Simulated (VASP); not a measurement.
## BN (space group F-43m): computed properties

All values below come from r2SCAN meta-GGA, VASP's PBE PAW potentials (set 64) (plane waves; VASP).

For BN, the space group comes out as F-43m (216) and the cell is a = b = c = 3.613 Å, α = β = γ = 90.00°. The volume per atom is 5.90 Å³/atom and the band gap (over mesh and band path) is 4.98 eV. The smallest direct gap (over mesh and band path) comes out as 9.53 eV. The band-edge character comes out as indirect, Γ to X, the density is 3.49 g/cm³ and the mean ε∞ (independent particles) comes out as 4.41.

```xyz
2
Lattice="0.0000 1.8066 1.8066 1.8066 0.0000 1.8066 1.8066 1.8066 0.0000" Properties=species:S:1:pos:R:3 pbc="T T T"
B      0.0000     0.0000     0.0000
N      2.7099     2.7099     2.7099
```

The structure comes from a computed database's BN entry (F-43m); how it stands against other phases isn't given here. It was relaxed first. Symmetry was kept, so distortions that lower it aren't found.
